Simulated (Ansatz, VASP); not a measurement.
# Cross-check of ZnS between VASP and Ansatz

Wanted: the spread between two codes on one cell, functional and k mesh. The cell is taken from a series of runs on this material, whose earlier steps may have relaxed, scaled, displaced or heated it; both programs get it as it stands.

Method: plane waves, with VASP 6.6.1 beside it; zone-centre phonons at PBE, in Ansatz 0.2.0.

### Step 1. Starting point

It takes space group F-43m (No. 216, cubic). The conventional cell has a = 5.333 Å, b = 5.333 Å, c = 5.333 Å, α = 90.00°, β = 90.00°, γ = 90.00°. Nearest to S lie 4 Zn at 2.31 Å. Nearest to Zn lie 4 S at 2.31 Å. Farther neighbours and most contacts between anions are not listed.

Structure file:

```xyz
2
Lattice="0.0000 2.6663 2.6663 2.6663 0.0000 2.6663 2.6663 2.6663 0.0000" Properties=species:S:1:pos:R:3 pbc="T T T"
S     0.0000    0.0000    0.0000
Zn    3.9994    3.9994    3.9994
```

### Step 2. VASP: zone-centre phonons, PBE, pair 1

Second derivatives magnify differences that forces hide, and they need a tight electronic threshold.

Lines of VASP's logs that name or quote its potential files are left out, and so is its time.

INCAR

```
SYSTEM = ZnS
PREC = Accurate
ENCUT = 500
EDIFF = 1E-08
NELM = 120
ISMEAR = 0
SIGMA = 0.01
LREAL = .FALSE.
ALGO = Normal
GGA = PE
NBANDS = 15
LORBIT = 11
LWAVE = .FALSE.
LCHARG = .FALSE.
ISIF = 2
IBRION = 8
LEPSILON = .TRUE.
LASPH = .TRUE.
GGA_COMPAT = .FALSE.
EFERMI = MIDGAP
KPAR = 2
```

POSCAR

```
ZnS
1.0
    0.0000000000      2.6662676865      2.6662676865
    2.6662676865      0.0000000000      2.6662676865
    2.6662676865      2.6662676865      0.0000000000
S Zn
1 1
Direct
    0.0000000000      0.0000000000      0.0000000000
    0.7500000000      0.7500000000      0.7500000000
```

KPOINTS

```
Automatic mesh
0
Gamma
12 12 12
0 0 0
```

The projector-augmented-wave data sets are S and Zn (PBE family, release 64).

Run with:

```sh
$ mpirun -np 2 vasp_std
```

Numbers of over 12 decimals in the logs are rounded to 6 here.

Log:

```text
[banner, memory and clock lines left out]
running    2 mpi-ranks, on    1 nodes
 distrk:  each k-point on    1 cores,    2 groups
 distr:  one band on    1 cores,    1 groups

 POSCAR found type information on POSCAR S Zn
 POSCAR found :  2 types and       2 ions
 LDA part: xc-table for (Slater+PW92), standard interpolation
 POSCAR, INCAR and KPOINTS ok, starting setup
 FFT: planning ... GRIDC
 FFT: planning ... GRID_SOFT
 FFT: planning ... GRID
 WAVECAR not read
 entering main loop
       N       E                     dE             d eps       ncg     rms          rms(c)
DAV:   1     0.818013132243E+02    0.81801E+02   -0.84628E+03  2167   0.140E+03
DAV:   2    -0.212633743299E+01   -0.83928E+02   -0.78923E+02  2405   0.263E+02
DAV:   3    -0.719314704732E+01   -0.50668E+01   -0.50399E+01  2720   0.625E+01
DAV:   4    -0.724375228245E+01   -0.50605E-01   -0.50589E-01  2573   0.644E+00
DAV:   5    -0.724433344982E+01   -0.58117E-03   -0.58113E-03  2734   0.672E-01    0.740E+00
DAV:   6    -0.683569812048E+01    0.40864E+00   -0.79435E-01  3273   0.327E+01    0.571E+00
DAV:   7    -0.681463655516E+01    0.21062E-01   -0.28257E-01  2468   0.509E+00    0.290E+00
DAV:   8    -0.681395725863E+01    0.67930E-03   -0.57444E-03  2733   0.102E+00    0.794E-01
DAV:   9    -0.681415122258E+01   -0.19396E-03   -0.13951E-03  2517   0.304E-01    0.886E-02
DAV:  10    -0.681430106442E+01   -0.14984E-03   -0.19134E-04  2547   0.107E-01    0.308E-02
DAV:  11    -0.681430460219E+01   -0.35378E-05   -0.28983E-05  2552   0.426E-02    0.658E-03
DAV:  12    -0.681430507187E+01   -0.46968E-06   -0.26851E-06  2482   0.110E-02    0.255E-03
DAV:  13    -0.681430544895E+01   -0.37708E-06   -0.64847E-07  2377   0.497E-03    0.193E-03
DAV:  14    -0.681430537774E+01    0.71214E-07   -0.45056E-08  3059   0.287E-03    0.126E-03
DAV:  15    -0.681430537185E+01    0.58924E-08   -0.16946E-08  2298   0.109E-03
   1 F= -.68143054E+01 E0= -.68143054E+01  d E =0.000000E+00
 Linear response reoptimize wavefunctions to high precision
DAV:   1    -0.681430537151E+01    0.33469E-09   -0.12169E-09  1908   0.338E-04
DAV:   2    -0.681430537152E+01   -0.63665E-11   -0.47771E-11  1227   0.632E-05
 Linear response G [H, r] |phi>, progress :
  Direction:   1
       N       E                     dE             d eps       ncg     rms
RMM:   1    -0.506375979980E+02   -0.50638E+02    0.11928E+02  3688   0.711E+01
RMM:   2    -0.505075871747E+02    0.13001E+00   -0.98413E+00  3708   0.258E+01
RMM:   3    -0.506752113265E+02   -0.16762E+00   -0.66512E-01  4055   0.605E+00
RMM:   4    -0.506816928616E+02   -0.64815E-02   -0.23573E-02  4153   0.121E+00
RMM:   5    -0.506818887772E+02   -0.19592E-03   -0.60273E-04  4237   0.278E-01
RMM:   6    -0.506820463602E+02   -0.15758E-03   -0.20218E-04  4250   0.731E-02
RMM:   7    -0.506820380382E+02    0.83219E-05    0.28323E-05  4322   0.210E-02
RMM:   8    -0.506820455985E+02   -0.75602E-05    0.15437E-06  4314   0.697E-03
RMM:   9    -0.506820440580E+02    0.15404E-05    0.43095E-06  4006   0.251E-03
RMM:  10    -0.506820438438E+02    0.21420E-06    0.10001E-05  3239   0.121E-03
RMM:  11    -0.506820437928E+02    0.51057E-07   -0.13503E-06  2819   0.761E-04
RMM:  12    -0.506820435954E+02    0.19737E-06   -0.46214E-07  2440   0.600E-04
RMM:  13    -0.506820434768E+02    0.11860E-06    0.42182E-05  2161   0.591E-04
RMM:  14    -0.506820438014E+02   -0.32455E-06   -0.73061E-05  2021   0.562E-04
RMM:  15    -0.506820436656E+02    0.13577E-06    0.63175E-05  1848   0.534E-04
RMM:  16    -0.506820438181E+02   -0.15245E-06   -0.10375E-04  1744   0.553E-04
 Linear response G [H, r] |phi>, progress :
  Direction:   2
       N       E                     dE             d eps       ncg     rms
RMM:   1    -0.520405747405E+02   -0.52041E+02    0.87256E+01  3702   0.693E+01
RMM:   2    -0.522548747009E+02   -0.21430E+00   -0.88432E+00  3681   0.246E+01
RMM:   3    -0.523678033125E+02   -0.11293E+00   -0.56055E-01  4021   0.554E+00
RMM:   4    -0.523724501079E+02   -0.46468E-02   -0.20730E-02  4171   0.113E+00
RMM:   5    -0.523725894906E+02   -0.13938E-03   -0.71255E-04  4207   0.264E-01
RMM:   6    -0.523727178424E+02   -0.12835E-03   -0.16656E-04  4237   0.694E-02
RMM:   7    -0.523727083732E+02    0.94692E-05    0.47680E-05  4287   0.200E-02
RMM:   8    -0.523727155209E+02   -0.71477E-05   -0.38431E-06  4313   0.677E-03
RMM:   9    -0.523727138773E+02    0.16437E-05    0.20536E-04  3935   0.243E-03
RMM:  10    -0.523727143609E+02   -0.48364E-06    0.23795E-04  3232   0.114E-03
RMM:  11    -0.523727147643E+02   -0.40333E-06    0.19019E-04  2773   0.638E-04
RMM:  12    -0.523727158775E+02   -0.11133E-05    0.95266E-05  2362   0.531E-04
RMM:  13    -0.523727147601E+02    0.11175E-05    0.17342E-04  2177   0.466E-04
RMM:  14    -0.523727153638E+02   -0.60372E-06    0.29464E-04  2039   0.428E-04
RMM:  15    -0.523727152335E+02    0.13025E-06    0.27632E-04  1864   0.412E-04
[...]
RMM:   1    -0.606232685703E+00   -0.60623E+00   -0.22959E+00  2872   0.391E+00
RMM:   2    -0.633249767669E+00   -0.27017E-01   -0.14004E-02  3851   0.851E-01
RMM:   3    -0.633557943685E+00   -0.30818E-03   -0.47639E-04  3919   0.150E-01
RMM:   4    -0.633564666931E+00   -0.67232E-05   -0.32018E-05  3969   0.293E-02
RMM:   5    -0.633564857799E+00   -0.19087E-06   -0.38489E-06  3989   0.759E-03
[...]
RMM:   7    -0.554236903853E+00   -0.12958E-02   -0.30294E-05 14779   0.324E-02    0.353E-03
RMM:   8    -0.554291458461E+00   -0.54555E-04   -0.13742E-06 15610   0.674E-03    0.162E-03
RMM:   9    -0.554275988262E+00    0.15470E-04   -0.61153E-07 15588   0.232E-03    0.575E-04
RMM:  10    -0.554282682809E+00   -0.66945E-05    0.91681E-09 15951   0.505E-04    0.240E-04
RMM:  11    -0.554280431588E+00    0.22512E-05    0.33007E-09 14514   0.331E-04    0.203E-05
RMM:  12    -0.554280090096E+00    0.34149E-06   -0.95355E-09 11265   0.755E-05    0.879E-06
 change of polarisation eV/A/(eV/A) component  1 :     1.025     0.196     0.122
 dielectric tensor                  component  1 :     5.895     0.935     0.583
 Linear response to external field, progress :
  Direction:   2
       N       E                     dE             d eps       ncg     rms          rms(c)
RMM:   1    -0.528862108801E+00   -0.52886E+00   -0.19737E+00 11043   0.375E+00
RMM:   2    -0.553677482046E+00   -0.24815E-01   -0.13694E-02 15131   0.828E-01    0.144E+00
RMM:   3    -0.524409553117E+00    0.29268E-01   -0.26595E-02 14746   0.871E-01    0.774E-01
RMM:   4    -0.538496877824E+00   -0.14087E-01   -0.17576E-02 15056   0.731E-01    0.223E-01
RMM:   5    -0.553028145286E+00   -0.14531E-01   -0.11284E-03 14570   0.217E-01    0.552E-02
RMM:   6    -0.552938793151E+00    0.89352E-04   -0.15774E-04 15381   0.720E-02    0.260E-02
RMM:   7    -0.554236910056E+00   -0.12981E-02   -0.34601E-05 14790   0.325E-02    0.353E-03
RMM:   8    -0.554291211413E+00   -0.54301E-04   -0.14670E-06 15625   0.675E-03    0.162E-03
RMM:   9    -0.554275636291E+00    0.15575E-04   -0.52706E-07 15584   0.232E-03    0.575E-04
RMM:  10    -0.554282334730E+00   -0.66984E-05   -0.24792E-08 15948   0.506E-04    0.239E-04
RMM:  11    -0.554280066740E+00    0.22680E-05   -0.21456E-08 14516   0.332E-04    0.206E-05
RMM:  12    -0.554279730834E+00    0.33591E-06   -0.98104E-09 11272   0.756E-05    0.876E-06
 change of polarisation eV/A/(eV/A) component  2 :     0.161     1.025     0.109
 dielectric tensor                  component  2 :     0.767     5.895     0.520
 Linear response to external field, progress :
  Direction:   3
       N       E                     dE             d eps       ncg     rms          rms(c)
RMM:   1    -0.528836767102E+00   -0.52884E+00   -0.19735E+00 11042   0.375E+00
RMM:   2    -0.553675566204E+00   -0.24839E-01   -0.13699E-02 15121   0.828E-01    0.144E+00
RMM:   3    -0.524408741577E+00    0.29267E-01   -0.26587E-02 14746   0.871E-01    0.774E-01
RMM:   4    -0.538497845483E+00   -0.14089E-01   -0.17581E-02 15049   0.731E-01    0.223E-01
RMM:   5    -0.553024042013E+00   -0.14526E-01   -0.11277E-03 14566   0.217E-01    0.552E-02
RMM:   6    -0.552941310644E+00    0.82731E-04   -0.15716E-04 15376   0.720E-02    0.260E-02
RMM:   7    -0.554237090079E+00   -0.12958E-02   -0.34557E-05 14781   0.324E-02    0.353E-03
RMM:   8    -0.554291160340E+00   -0.54070E-04   -0.14789E-06 15612   0.674E-03    0.162E-03
RMM:   9    -0.554275672497E+00    0.15488E-04   -0.54539E-07 15568   0.232E-03    0.575E-04
RMM:  10    -0.554282376267E+00   -0.67038E-05   -0.47863E-08 15945   0.505E-04    0.239E-04
RMM:  11    -0.554280118942E+00    0.22573E-05   -0.70143E-09 14520   0.331E-04    0.205E-05
RMM:  12    -0.554279777149E+00    0.34179E-06    0.14845E-08 11271   0.756E-05    0.879E-06
 change of polarisation eV/A/(eV/A) component  3 :     0.134     0.184     1.025
 dielectric tensor                  component  3 :     0.638     0.880     5.895
 Linear response DOF=           2
 Linear response progress:
  Degree of freedom:   1/  2
       N       E                     dE             d eps       ncg     rms          rms(c)
RMM:   1    -0.106929971933E+00   -0.10693E+00    0.54108E-02 20854   0.229E+00
RMM:   2    -0.104590598298E+00    0.23394E-02   -0.49894E-03 13615   0.666E-01    0.172E-01
RMM:   3    -0.105105092369E+00   -0.51449E-03   -0.30704E-04 14509   0.141E-01    0.866E-02
RMM:   4    -0.105651796317E+00   -0.54670E-03   -0.48642E-05 14827   0.513E-02    0.172E-02
RMM:   5    -0.105698523128E+00   -0.46727E-04   -0.18524E-06 15219   0.141E-02    0.988E-03
RMM:   6    -0.105685759527E+00    0.12764E-04    0.25286E-07 15022   0.389E-03    0.541E-03
RMM:   7    -0.105689575708E+00   -0.38162E-05   -0.13187E-07 14400   0.152E-03    0.431E-04
RMM:   8    -0.105688927135E+00    0.64857E-06    0.18424E-08 15611   0.380E-04    0.678E-05
RMM:   9    -0.105688277564E+00    0.64957E-06    0.48385E-09 14853   0.143E-04    0.552E-05
RMM:  10    -0.105688561749E+00   -0.28418E-06    0.31022E-09 15605   0.492E-05    0.107E-05
RMM:  11    -0.105688627197E+00   -0.65448E-07    0.14551E-09 15643   0.215E-05    0.839E-06
RMM:  12    -0.105688621203E+00    0.59943E-08    0.14025E-08 14245   0.776E-06    0.644E-07
 first order change of Fermi-energy   0.26374E+00
 force on displaced ion       1 direction 1 :  -6.695   0.000   0.000
 Born effective charge ion    1 direction 1 :  -1.953   0.000   0.000
 Linear response progress:
  Degree of freedom:   2/  2
       N       E                     dE             d eps       ncg     rms          rms(c)
RMM:   1    -0.211319000724E+00   -0.21132E+00   -0.21891E-03 11916   0.211E+00
RMM:   2    -0.209430900923E+00    0.18881E-02   -0.29193E-03 13450   0.448E-01    0.120E-01
RMM:   3    -0.209192693411E+00    0.23821E-03   -0.59833E-05 15882   0.657E-02    0.710E-02
RMM:   4    -0.208858072521E+00    0.33462E-03   -0.12631E-05 15490   0.298E-02    0.325E-03
RMM:   5    -0.208849523828E+00    0.85487E-05    0.15344E-07 16492   0.417E-03    0.162E-03
RMM:   6    -0.208850114605E+00   -0.59078E-06   -0.14948E-07 15775   0.214E-03    0.360E-04
RMM:   7    -0.208849648117E+00    0.46649E-06    0.25924E-08 16575   0.457E-04    0.143E-04
RMM:   8    -0.208849243806E+00    0.40431E-06   -0.30341E-09 15964   0.300E-04    0.439E-05
RMM:   9    -0.208849038560E+00    0.20525E-06    0.36961E-09 16589   0.771E-05    0.115E-05
RMM:  10    -0.208849051981E+00   -0.13421E-07   -0.63776E-10 16813   0.207E-05    0.333E-06
RMM:  11    -0.208849077623E+00   -0.25642E-07   -0.48381E-10 15974   0.121E-05    0.103E-06
RMM:  12    -0.208849078345E+00   -0.72202E-09   -0.37738E-10 11434   0.545E-06    0.427E-07
 first order change of Fermi-energy  -0.26348E+00
 force on displaced ion       2 direction 1 :  -6.734  -0.000  -0.000
 Born effective charge ion    2 direction 1 :   1.953   0.000   0.000
 Born effective charges drift removed
 Linear response finished
```

OUTCAR, selected parts (step 2):

```text
ion  position               nearest neighbor table
   1  0.000  0.000  0.000-   2 2.31   2 2.31   2 2.31   2 2.31
   2  0.750  0.750  0.750-   1 2.31   1 2.31   1 2.31   1 2.31

  LATTYP: Found a face centered cubic cell.
 ALAT       =     5.3325353730

 Subroutine GETGRP returns: Found 24 space group operations
 (whereof 24 operations were pure point group operations)

The static configuration has the point symmetry T_d .

 Found     72 irreducible k-points:

   k-points           NKPTS =     72   k-points in BZ     NKDIM =     72   number of bands    NBANDS=     15

   dimension x,y,z NGX =    28 NGY =   28 NGZ =   28
   dimension x,y,z NGXF=    56 NGYF=   56 NGZF=   56

   ENCUT  =  500.0 eV  36.75 Ry    6.06 a.u.   6.87  6.87  6.87*2*pi/ulx,y,z

   NELECT =      18.0000    total number of electrons

 k-points in reciprocal lattice and weights: Automatic mesh
   0.00000000  0.00000000  0.00000000       0.001
   0.08333333  0.00000000  0.00000000       0.005
   0.16666667  0.00000000  0.00000000       0.005
   0.25000000  0.00000000  0.00000000       0.005
   0.33333333  0.00000000  0.00000000       0.005
   0.41666667  0.00000000  0.00000000       0.005
   0.50000000  0.00000000  0.00000000       0.002
   0.08333333  0.08333333  0.00000000       0.003
   0.16666667  0.08333333  0.00000000       0.014
[...]
-0.33333333  0.50000000  0.16666667       0.007
  -0.25000000  0.50000000  0.25000000       0.003

 average (electrostatic) potential at core
       1 -88.2907       2 -35.9788

  Total        1.2071891      1.2071891      1.2071891     -0.0000000     -0.0000000      0.0000000
  in kB       51.0204922     51.0204922     51.0204922     -0.0000000     -0.0000000      0.0000000
  external PRESSURE =      51.0204922 kB  Pullay stress =       0.0000000 kB

  energy-cutoff  :      500.00
  volume of cell :       37.91
      direct lattice vectors                 reciprocal lattice vectors
     0.000000000  2.666267686  2.666267686    -0.187528057  0.187528057  0.187528057
     2.666267686  0.000000000  2.666267686     0.187528057 -0.187528057  0.187528057
     2.666267686  2.666267686  0.000000000     0.187528057  0.187528057 -0.187528057

 POSITION                                       TOTAL-FORCE (eV/Angst)
 -----------------------------------------------------------------------------------
      0.00000      0.00000      0.00000        -0.000000     -0.000000      0.000000
      3.99940      3.99940      3.99940         0.000000      0.000000     -0.000000
 -----------------------------------------------------------------------------------
    total drift:                                0.000001      0.000001      0.000001

 MACROSCOPIC STATIC DIELECTRIC TENSOR (including local field effects in DFT)
 ------------------------------------------------------
           5.894847     0.000000     0.000000
          -0.000000     5.894847    -0.000000
           0.000000     0.000000     5.894847
 ------------------------------------------------------

 PIEZOELECTRIC TENSOR (including local field effects)  for field in x, y, z        (C/m^2)
          XX          YY          ZZ          XY          YZ          ZX
  --------------------------------------------------------------------------------
  x    -0.00000    -0.00000    -0.00000     0.00000    -0.66356    -0.00000
  y    -0.00000     0.00000    -0.00000     0.00000     0.00000    -0.66356
  z    -0.00000    -0.00000    -0.00000    -0.66356     0.00000     0.00000

 BORN EFFECTIVE CHARGES (including local field effects) (in |e|, cummulative output)
 ---------------------------------------------------------------------------------
 ion    1
    1    -1.95304    -0.00000    -0.00000
    2     0.00000    -1.95304    -0.00000
    3    -0.00000     0.00000    -1.95304
 ion    2
    1     1.95304     0.00000     0.00000
    2     0.00000     1.95304     0.00000
    3     0.00000    -0.00000     1.95304

 Eigenvectors and eigenvalues of the dynamical matrix
 ----------------------------------------------------

   1 f  =    8.728948 THz    54.845599 2PiTHz  291.166372 cm-1    36.100013 meV
             X         Y         Z           dx          dy          dz
      0.000000  0.000000  0.000000     0.818341    0.000000    0.000000
      3.999402  3.999402  3.999402    -0.574733    0.000000    0.000000

   2 f  =    8.728948 THz    54.845599 2PiTHz  291.166372 cm-1    36.100013 meV
             X         Y         Z           dx          dy          dz
      0.000000  0.000000  0.000000     0.000000   -0.818341    0.000000
      3.999402  3.999402  3.999402    -0.000000    0.574733    0.000000

   3 f  =    8.728948 THz    54.845599 2PiTHz  291.166372 cm-1    36.100013 meV
             X         Y         Z           dx          dy          dz
      0.000000  0.000000  0.000000    -0.000000   -0.000000   -0.818341
      3.999402  3.999402  3.999402     0.000000    0.000000    0.574733

   4 f/i=    0.011950 THz     0.075083 2PiTHz    0.398602 cm-1     0.049420 meV
             X         Y         Z           dx          dy          dz
      0.000000  0.000000  0.000000     0.471732   -0.326312    0.036149
      3.999402  3.999402  3.999402     0.671683   -0.464624    0.051471

   5 f/i=    0.011950 THz     0.075083 2PiTHz    0.398602 cm-1     0.049420 meV
             X         Y         Z           dx          dy          dz
      0.000000  0.000000  0.000000     0.177181    0.306311    0.452877
      3.999402  3.999402  3.999402     0.252282    0.436146    0.644836

   6 f/i=    0.011950 THz     0.075083 2PiTHz    0.398602 cm-1     0.049420 meV
             X         Y         Z           dx          dy          dz
      0.000000  0.000000  0.000000    -0.276393   -0.360571    0.352013
      3.999402  3.999402  3.999402    -0.393546   -0.513404    0.501219

 MACROSCOPIC STATIC DIELECTRIC TENSOR IONIC CONTRIBUTION
 ------------------------------------------------------
           2.711725    -0.000000    -0.000000
           0.000000     2.711725    -0.000000
          -0.000000    -0.000000     2.711725
 ------------------------------------------------------

 ELASTIC MODULI CONTR FROM IONIC RELAXATION (kBar)
 Direction    XX          YY          ZZ          XY          YZ          ZX
 --------------------------------------------------------------------------------
 XX          -0.0000     -0.0000     -0.0000     -0.0000      0.0000     -0.0000
 YY          -0.0000     -0.0000     -0.0000     -0.0000     -0.0000      0.0000
 ZZ          -0.0000     -0.0000     -0.0000      0.0000     -0.0000     -0.0000
 XY          -0.0000     -0.0000      0.0000   -314.8674      0.0000      0.0000
 YZ           0.0000     -0.0000     -0.0000      0.0000   -314.8674     -0.0000
 ZX          -0.0000      0.0000     -0.0000      0.0000      0.0000   -314.8674
 --------------------------------------------------------------------------------

 PIEZOELECTRIC TENSOR IONIC CONTR  for field in x, y, z        (C/m^2)
          XX          YY          ZZ          XY          YZ          ZX
  --------------------------------------------------------------------------------
  x    -0.00000     0.00000     0.00000    -0.00000     0.86948     0.00000
  y     0.00000    -0.00000     0.00000    -0.00000    -0.00000     0.86948
  z     0.00000     0.00000    -0.00000     0.86948    -0.00000    -0.00000
```

The gap is read on the k-mesh alone, so it is an upper bound where the band edges lie off the mesh. Energies printed during the response cycles are not total energies of the cell. The dielectric response converges more slowly with the mesh than energies do, so tensor and charges may still move on a finer one.

(Continued in part 2 of 2.)

[Lines on the potential files, build, host, timing and source positions are cut from VASP's logs without a mark.]

[Logs are printed without paths, hosts, clocks, repeated set-up lines and the standing remarks that a program may print on its own settings, such as how far it seeks lower states.]

[Hosts, paths, dates, database ids (printed as entryN), source tags and the programs' standing remarks are cut or masked in the printed files.]
